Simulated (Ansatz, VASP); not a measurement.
# Cross-check of MnO (Manganosite) between VASP and Ansatz, part 2 of 2

One calculation is typed for both programs; each brings its own data sets and cutoff. How far apart do they land? The cell is taken from a series of VASP runs on this material, whose earlier steps may have relaxed, scaled or displaced it; both programs get it as it stands.

VASP 6.6.1 and Ansatz 0.2.0.

So far: Set-up; VASP: zone-centre phonons, LDA, DFT+U.

## (3) Ansatz: zone-centre phonons, LDA, DFT+U

Level of this step: Ansatz beside VASP: Kohn-Sham DFT, plane waves, LDA, DFT+U (Ansatz).

Ansatz runs on its default PAW (the set named soft_2) files.

The same cell, functional (in two slightly different forms), mesh and smearing now go to Ansatz, which takes its cutoff from its data sets.

Contents of input.yaml:

```yaml
crystal:
  lattice:
    - [0.0, 2.1999461406, 2.1999461406]
    - [2.1999461406, 0.0, 2.1999461406]
    - [2.1999461406, 2.1999461406, 0.0]
  atoms:
    - { symbol: Mn, position: [0.0, 0.0, 0.0], spin: 4.0 }
    - { symbol: O, position: [0.5, 0.5, 0.5] }
hamiltonian:
  xc: lda
  pseudopotentials: { kind: paw }
  hubbard: { sites: [{ species: Mn, l: d, u_eff: 3.9 }] }
magnetization:
  spin_polarized: true
kpoints:
  mp_grid: { grid: [8, 8, 8] }
scf:
  occupations: { method: gaussian, width: 0.03 }
phonons:
  method: dfpt
  qpoints: [[0, 0, 0]]
```

The run is started by

```console
$ ansatz run input.yaml --threads 4 --pin off --max-ram 9216MiB --backend cpu --events-out ev --progress --plain --runs-dir out
```

Numbers of over 12 decimals in the logs are rounded to 6 here.

What it wrote:

```text
Mn: projections on atomic orbitals take those of the free atom [Ne] 3s2 3p6 3d5 4s2, of charge +0.00 (hamiltonian.pseudopotentials.projection_atoms); the dataset's partial waves leave at most 9.0e-7 of an orbital's norm unspanned inside its sphere
O: projections on atomic orbitals take those of the free atom [He] 2s2 2p4, of charge +0.00 (hamiltonian.pseudopotentials.projection_atoms); the dataset's partial waves leave at most 1.9e-8 of an orbital's norm unspanned inside its sphere
Engine: ansatz 0.2.0, aarch64-unknown-linux-gnu
Pseudopotentials: kind: paw
Pseudopotential: Mn, paw, valence charge 15, recommended cutoff 420 eV (normal), Mn.paw.azcp
Pseudopotential: O, paw, valence charge 6, recommended cutoff 420 eV (normal), O.paw.azcp
Functional definition: SPW92
  exchange = slater_x
  correlation = pw_c
Crystal: 2 atoms, lattice volume = 21.294 Å³
Basis set: ecut = 420 eV, 411 PW (Γ), exchange–correlation on 48×48×48 points (8 copies of the dense FFT grid, shifted against one another)
Bands: 17, of which v1, the nominal top of the filled ones, is band 11 counted from 1 (10 counted from 0)
Symmetry: 48 space group operations
Space group: Fm-3m (ITA 225), of the structure as read, at distance tolerance 2.8e-5 Å
Magnetic group: BNS 225.116 (UNI 1618), of the structure as read, at distance tolerance 2.8e-5 Å
k-points: 29 of 512
Non-local potential: Mn, projectors of the file, l = 0: 3, l = 1: 2, l = 2: 3, l = 3: 1
Non-local potential: O, projectors of the file, l = 0: 2, l = 1: 2, l = 2: 1
PAW form: soft (Blöchl's): semilocal exchange-correlation on the pseudo side does not see the compensation charge
PAW frozen core: Mn, regenerated for the run's functional, and the local potential with it (the file was generated under x = pbe(κ = 0.804, μ = 0.219515), c = pbe(β = 0.066725))
PAW frozen core: O, regenerated for the run's functional, and the local potential with it (the file was generated under x = pbe(κ = 0.804, μ = 0.219515), c = pbe(β = 0.066725))
PAW one-centre angular grid: Mn, 590 points (default); XC on 64 Gauss nodes
PAW one-centre angular grid: O, 110 points (default); XC on 64 Gauss nodes
Initial density: superposition of atomic densities (chi_scale 0.1, normalization cell, long waves kept (reshape's long-wave potential 0.00 eV rms))
Starting moments: Σ|m| = 4 μB on 1 of 2 sites
Initial wavefunctions: pseudopotential atomic-orbital guess
Functional: x = slater, c = lda
SCF 1 converged in 11 iterations: F = -4395.153233 eV  dr2 = 3.11e-10
  greatest PAW one-centre occupation: 1.005 electrons in one spin orbital (limit 2), on the Mn atom at site 0 (counted from 0), in its partial waves of l = 1
a single point of the input's cell can leave the moments in the input for a lower state (scf.lower_state_search): this run first made a single point of its cell. This run's own SCFs start from the density of the state that the single point found, with the moments in the input. The single point stayed on the moments in the input.
k-points: 59 of 512 (irreducible under 8 space group operations, time reversal used)
Initial density: read from a saved state, or passed on in memory by an earlier SCF of this step, an earlier step, the calling program or the single point that the run made first
Stability of the state it starts from, as read at its close in the collinear treatment: not read negative (Ritz values of 1 − χ₀K, real part plus size of imaginary part, from 0.87 to 1.0, by its mixing steps under the symmetry group of the SCF that read it); its run was given moments
Starting moments: Σ|m| = 4 μB on 1 of 2 sites; this step starts from the density that it was given
iter 1 solved again at ethr=1.37e-9 eV; its pass at ethr=3.10e-3 eV (dr2=2.88e-7 eV) is discarded
SCF iter   1: F=—  HF=-4395.153233 eV  |F-HF|=—  |Δ(HF+E_count)|=         —  Δρ=6.98e-6 (↑6.09e-6 ↓6.98e-6)  dr2=3.29e-10  dr2_m=8.18e-9  M=5.000 μB ∫|m|=5.000 μB  β_m=0.30  ethr=1.37e-9  ⟨swp⟩=3.1  Hψ=14424  notcnv=0
preconditioner: auto → none  [insulator: Δε(μ)=0.192 eV  Ē_g=14.448 eV  σ=0.030 eV  W_gap=1.00  n_scr=8 (ndim 8)  ℏωp=29.0 eV  f_vac=0.000  D(μ)=0.00/eV (n_scr^D=0)  ε∞_Penn≈5.0]
SCF iter   2: F=—  HF=-4395.153233 eV  |F-HF|=—  |Δ(HF+E_count)|=   1.58e-9  Δρ=5.30e-6 (↑4.84e-6 ↓5.30e-6)  dr2=1.09e-10  dr2_m=4.96e-9  M=5.000 μB ∫|m|=5.000 μB  β_m=0.65  ethr=1.57e-12  ⟨swp⟩=2.0  Hψ=3218  notcnv=0
SCF iter   3: F=—  HF=-4395.153233 eV  |F-HF|=—  |Δ(HF+E_count)|=   2.88e-9  Δρ=1.36e-6 (↑1.05e-6 ↓1.36e-6)  dr2=7.96e-10  dr2_m=7.39e-11  M=5.000 μB ∫|m|=5.000 μB  β_m=0.53  ethr=1.00e-12  ⟨swp⟩=2.0  Hψ=3045  notcnv=0
SCF iter   4: F=—  HF=-4395.153233 eV  |F-HF|=—  |Δ(HF+E_count)|=  1.95e-10  Δρ=4.79e-7 (↑4.79e-7 ↓2.19e-7)  dr2=4.20e-11  dr2_m=9.22e-12  M=5.000 μB ∫|m|=5.000 μB  β_m=0.55  ethr=1.00e-12  ⟨swp⟩=2.0  Hψ=3204  notcnv=0
SCF iter   5: F=-4395.153233 eV  HF=-4395.153233 eV  |F-HF|=1.82e-12  |Δ(HF+E_count)|=  7.28e-12  Δρ=1.23e-7 (↑1.23e-7 ↓1.22e-7)  dr2=2.45e-12  dr2_m=2.29e-12  M=5.000 μB ∫|m|=5.000 μB  ethr=1.00e-12  ⟨swp⟩=3.1  Hψ=6980  notcnv=0
SCF 2 converged in 5 iterations: F = -4395.153233 eV  dr2 = 2.45e-12
NSCF: frozen V_eff on 29 k-points
NSCF: frozen V_eff on 29 k-points
DFPT response loops at q = (0, 0, 0) (fractional): preconditioner auto → none (the input reference at scf.mixing.eps_inf says where Resta's filter doesn't serve); β = 0.30; Anderson in place of MSR1
SCF converged after 5 iterations
Magnetization: 5.0000 μB (13.0000 up, 8.0000 down)
Absolute magnetization: 5.0000 μB (∫|ρ↑−ρ↓|, with the PAW one-centre terms)
Spin contamination: 0.0033 ħ² per cell (⟨S²⟩ above its minimum at these occupations)
Per-site moments (μB) at R_I (Å): [(4.226194, 0.907478), (0.212666, 0.907478)]
Free energy (F): -4395.153233 eV
Harris-Foulkes:  -4395.153233 eV  (|F-HF|=1.82e-12)
Internal energy: -4395.153233 eV  (E = F + TS)
E sigma→0 (E₀):  -4395.153233 eV
Fermi energy:    13.187603 eV
--- Per-component energies (eV) ---
  E_band       = -249.630660
  E_kinetic    = 473.505508
  E_local      = -2198.479537  (includes V_loc(G=0)·N_el)
  E_nonlocal   = 309.203334
  E_hartree    = 878.115328
  E_xc         = -182.472702
  E_vxc        = -234.752971  (∫ρ·V_xc dr)
  E_hubbard    = 0.565638  (on-site DFT+U / exact-exchange correction)
  E_vhub       = -9.163619  (the Hubbard potential's part of the band-sum identity)
  E_paw        = -1396.945675  (= ΣΔE_a)
  E_vpaw       = -346.176445  (= ΣTr[D̂ρ^β])
  E_aug_tail   = 0.002463  (compensation charges beyond the density's cutoff)
  E_ewald      = -2279.128465
  E_core_change = 0.480875  (= ΣΔE_core)
  E_smearing   = -0.000000  (= −TS)
  E_closure    = 0.000000  (closes the sum)
  Σ components = -4395.153233   (vs F -4395.153233, Δ=0.00e0)
--- Band table (eV; the first three rows and the last of 118) ---
  k-point 0 ↑: bands = [... 7 lower, 8.2752, 8.8433, 8.8433, 9.9974, 9.9974, 9.9974, 13.2790, 27.4604, ... 2 higher]
  k-point 1 ↑: bands = [... 7 lower, 7.9885, 8.5187, 8.5187, 9.6010, 10.8153, 10.8153, 14.3123, 25.9108, ... 2 higher]
  k-point 2 ↑: bands = [... 7 lower, 7.1255, 8.7916, 8.7916, 9.6521, 11.9300, 11.9300, 15.9457, 23.5218, ... 2 higher]
  k-point 58 ↓: bands = [... 7 lower, 8.5541, 16.2969, 16.2969, 17.1470, 17.6334, 17.7992, 22.4489, 23.4349, ... 2 higher]
Occupation matrices written to <dir>
--- Phonons (Γ-DFPT): 2 representative perturbations + reference (Σ response iterations 12) ---
  ASR residual: 4.197e-5 → 0.000e0 eV/Å²; symmetrization residual: 1.822e-11 eV/Å²
  ASR residual per site (eV/Å²): 3.09e-5 4.20e-5
  Γ frequencies (cm⁻¹): 0.00 0.00 0.00 271.97 271.97 271.97
  non-analytic LO–TO correction: not included (Born effective charges unavailable; polar crystals: no LO–TO splitting at Γ)
--- Phonons (arbitrary-q DFPT): 1 explicit q-point ---
  q = [0, 0, 0] (of the zone-centre solve; hermiticity 4.32e-12, symmetrization 5.41e-12): -0.00 -0.00 0.00 271.97 271.97 271.97
  sum rule: each row above includes the acoustic sum rule's correction from the zone centre's row sums; it moved no ω² by more than (0.84 cm⁻¹)²
```

Run time: 3.7 s. Hardware: 4 threads of Arm Neoverse V2, shared host; peak memory 0.47 GiB.

## (4) Differences

Known differences besides the potentials themselves: U acts on the PAW sphere in VASP and on atomic orbitals in Ansatz, so only states and trends compare; the two LDA forms differ slightly; the data sets hold 21 valence electrons in Ansatz (default PAW (the set named soft_2) files) and 19 in VASP; the cutoff is 420 eV in Ansatz and 520 eV in VASP; VASP's log shows a relativistic correction to its local exchange, Ansatz's none; VASP uses finite displacements, Ansatz perturbation theory. Total energies have different zeros and are not compared.

Compared:

```tsv
quantity	Ansatz	VASP	difference
optical mode 1 to 3 (cm⁻¹)	272.0	288.7	-5.79 %
```

Modes are paired by rising frequency and degeneracy, not by their patterns, so a pair may still set unlike modes beside each other.

## (5) Ansatz: zone-centre phonons, r2SCAN, DFT+U

Second derivatives magnify differences that forces hide, and they need a tight electronic threshold. The cell compared in this pair holds 22.42 Å³, against 21.29 Å³ for the pair before.

The cell is taken from a series of VASP runs on this material, whose earlier steps may have relaxed, scaled or displaced it; both programs get it as it stands.

input.yaml, the sections that differ from step 3:

```yaml
crystal:
  lattice:
    - [0.0, 2.2381606362, 2.2381606362]
    - [2.2381606362, 0.0, 2.2381606362]
    - [2.2381606362, 2.2381606362, 0.0]
  atoms:
    - { symbol: Mn, position: [0.0, 0.0, 0.0], spin: 4.0 }
    - { symbol: O, position: [0.5, 0.5, 0.5] }
hamiltonian:
  xc: r2scan
  pseudopotentials: { kind: paw }
  hubbard: { sites: [{ species: Mn, l: d, u_eff: 3.9 }] }
# magnetization, kpoints, scf, phonons: as in step 3
```

What it wrote:

```text
Error: phonons.method: dfpt with hamiltonian.xc: <meta-GGA that reads τ> with magnetization.spin_polarized: true — the response kernel under a τ-dependent (meta-GGA) functional is the unpolarised one; set magnetization.spin_polarized: false, or use method: fd, without phonons.dielectric: true and the keys that are dfpt's alone (phonons.method's entry in the input reference names them)
```

Wall time 0.03 s (4 threads); peak memory 0.029 GiB.

## (6) VASP: zone-centre phonons, r2SCAN, DFT+U

The same cell, functional, mesh and smearing now go to VASP, with its own data sets and cutoff.

Contents of INCAR:

```
SYSTEM = MnO
PREC = Accurate
ENCUT = 520
EDIFF = 1E-08
NELM = 100
ISMEAR = 0
SIGMA = 0.03
LREAL = .FALSE.
ALGO = Normal
METAGGA = R2SCAN
LASPH = .TRUE.
NBANDS = 16
ISPIN = 2
MAGMOM = 4 0
LDAU = .TRUE.
LDAUTYPE = 2
LDAUL = 2 -1
LDAUU = 3.9 0
LDAUJ = 0 0
LDAUPRINT = 1
LMAXMIX = 4
LORBIT = 11
LWAVE = .FALSE.
LCHARG = .FALSE.
KPAR = 2
IBRION = 6
NFREE = 2
POTIM = 0.015
NSW = 1
ISIF = 2
```

Contents of POSCAR:

```
MnO
1.0
    0.0000000000      2.2381606362      2.2381606362
    2.2381606362      0.0000000000      2.2381606362
    2.2381606362      2.2381606362      0.0000000000
Mn O
1 1
Direct
    0.0000000000      0.0000000000      0.0000000000
    0.5000000000      0.5000000000      0.5000000000
```

Contents of KPOINTS:

```
Automatic mesh
0
Gamma
8 8 8
0 0 0
```

Potentials, in the order of the species: Mn_pv and O (PBE family, release 64).

The run is started by

```console
$ mpirun -np 2 vasp_std
```

What it wrote:

```text
[banner, memory and clock lines left out]
running    2 mpi-ranks, on    1 nodes
[...]
|                                                                             |
|               ----> ADVICE to this user running VASP <----                  |
|                                                                             |
|     You enforced a specific xc type in the INCAR file but a different       |
|     [... a line on the potential file left out ...]
|     I HOPE YOU KNOW WHAT YOU ARE DOING!                                     |
|                                                                             |

 LDA part: xc-table for (None), standard interpolation
 POSCAR, INCAR and KPOINTS ok, starting setup
[...]
entering main loop
       N       E                     dE             d eps       ncg     rms          rms(c)
DAV:   1     0.156034659284E+03    0.15603E+03   -0.11400E+04  1864   0.142E+03
DAV:   2    -0.210217934003E+02   -0.17706E+03   -0.16716E+03  2120   0.382E+02
DAV:   3    -0.280302412550E+02   -0.70084E+01   -0.69875E+01  2000   0.848E+01
DAV:   4    -0.280908835380E+02   -0.60642E-01   -0.60640E-01  2112   0.815E+00
[...]
DAV:  21    -0.236837054390E+02   -0.19759E-07   -0.29423E-11   952   0.633E-05    0.102E-05
DAV:  22    -0.236837054492E+02   -0.10296E-07   -0.13264E-12   936   0.232E-05    0.431E-06
DAV:  23    -0.236837054467E+02    0.25766E-08    0.11944E-13   952   0.115E-05
   1 F= -.23683705E+02 E0= -.23683705E+02  d E =-.151384E-21  mag=     5.0000
[... from here on, the cycles between the ionic steps are left out ...]
   2 F= -.23683312E+02 E0= -.23683312E+02  d E =-.129866E-21  mag=     5.0000
   3 F= -.23683312E+02 E0= -.23683312E+02  d E =-.137915E-21  mag=     5.0000
   4 F= -.23683282E+02 E0= -.23683282E+02  d E =-.155558E-21  mag=     5.0000
   5 F= -.23683282E+02 E0= -.23683282E+02  d E =-.173929E-21  mag=     5.0000
 Finite differences progress:
  Degree of freedom:   2/  2
  Displacement:        2/  2
  Total:               4/  4
```

Parts of OUTCAR (step 6):

```text
  Total        0.0085552      0.0008982      0.0008982      0.0000000      0.0000000      0.0000000
  in kB        0.6112736      0.0641789      0.0641789      0.0000000      0.0000000      0.0000000
  external PRESSURE =       0.2465438 kB  Pullay stress =       0.0000000 kB

 POSITION                                       TOTAL-FORCE (eV/Angst)
 -----------------------------------------------------------------------------------
      0.00000      0.00000      0.00000        -0.059554      0.000000      0.000000
      2.22316      2.23816      2.23816         0.059554      0.000000      0.000000
 -----------------------------------------------------------------------------------
    total drift:                               -0.002896      0.000005      0.000005

  FREE ENERGIE OF THE ION-ELECTRON SYSTEM (eV)
  ---------------------------------------------------
  free  energy   TOTEN  =       -23.6832815718 eV

  energy  without entropy=      -23.6832815718  energy(sigma->0) =      -23.68328157

 magnetization (x)
# of ion       s       p       d       tot
------------------------------------------
    1        0.029   0.023   4.611   4.664
    2        0.024   0.122   0.000   0.146
--------------------------------------------------
tot          0.053   0.145   4.611   4.809

[... 1 part as in an earlier step ...]

[... 2 further parts left out ...]
[key lines of the parts left out:]
E-fermi :   6.3670
```

The PAW data sets were made with PBE, which is usual practice but a small mismatch for other functionals.

The input was rejected at the start.

The program's message: “Error: phonons.method: dfpt with hamiltonian.xc: <meta-GGA that reads τ> with magnetization.spin_polarized: true — the response kernel under a τ-dependent (meta-GGA) functional is the unpolarised one; …”

## (7) Summary of results

```
r.m.s. difference of the optical zone-centre modes, each program's sorted by frequency (zone-centre phonons, LDA, DFT+U) : 17 cm⁻¹
difference in optical mode 1 to 3 (zone-centre phonons, LDA, DFT+U)                                                      : -5.8 %
```

The r.m.s. difference of the optical zone-centre modes, each program's sorted by frequency is 17 cm⁻¹ (zone-centre phonons, LDA, DFT+U). Among the rows given in per cent, the largest difference of the zone-centre phonons, LDA, DFT+U pair is in optical mode 1 to 3, -5.8 %. Ansatz did not finish the zone-centre phonons, r2SCAN, DFT+U run on these settings, where VASP converged. How closely two codes agree says nothing of how well the functional describes the real material.

[Lines on the potential files, build, host, timing and source positions are cut from VASP's logs without a mark.]

[Logs are printed without paths, hosts, clocks, repeated set-up lines and the standing remarks that a program may print on its own settings, such as how far it seeks lower states.]

[Hosts, paths, dates, database ids (printed as entryN), source tags and the programs' standing remarks are cut or masked in the printed files.]
